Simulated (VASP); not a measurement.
Method: PW91 GGA, VASP's PBE PAW potentials (set 64) (plane waves; VASP).

A VASP calculation is set up with these files.

File POSCAR:
```
BP
1.0
  0.0000000000   2.3187016704   2.3187016704
  2.3187016704   0.0000000000   2.3187016704
  2.3187016704   2.3187016704   0.0000000000
B P
1 1
Cartesian
  0.0000000000   0.0000000000   0.0000000000
  1.1593508352   1.1593508352   1.1593508352
```

### KPOINTS
```
Automatic mesh
0
Gamma
10 10 10
0 0 0
```

**INCAR**
```
SYSTEM = BP
PREC = Accurate
ENCUT = 520
EDIFF = 1E-7
NELM = 100
ALGO = Normal
LREAL = .FALSE.
LASPH = .TRUE.
ISMEAR = 0
SIGMA = 0.05
GGA = 91
LWAVE = .FALSE.
LCHARG = .FALSE.
ISIF = 2
```

POTCAR, in this order: B P (PBE.64 set). Program: vasp_std.

Q: What does the run give for the energy per atom (σ→0), pressure?

A: 
The energy per atom (σ→0) is -6.446 eV/atom and the pressure is -8.42 GPa.

**OSZICAR**
```
...
DAV:   7    -0.128993450483E+02    0.74654E-01   -0.19986E-01  1120   0.271E+00    0.119E+00
DAV:   8    -0.128916602976E+02    0.76848E-02   -0.27906E-02   872   0.111E+00    0.194E-01
DAV:   9    -0.128918787579E+02   -0.21846E-03   -0.42515E-04  1080   0.184E-01    0.117E-01
DAV:  10    -0.128920288754E+02   -0.15012E-03   -0.25647E-04   832   0.122E-01    0.253E-02
DAV:  11    -0.128920380020E+02   -0.91265E-05   -0.10478E-05  1088   0.286E-02    0.315E-02
DAV:  12    -0.128920385048E+02   -0.50286E-06   -0.37092E-06   856   0.112E-02    0.620E-03
DAV:  13    -0.128920384919E+02    0.12992E-07   -0.78732E-08   552   0.260E-03
   1 F= -.12892038E+02 E0= -.12892038E+02  d E =-.289697E-16
```

The compound is BP in the zinc blende structure. This cell is one point of a volume scan, at 1.06 of the reference volume.
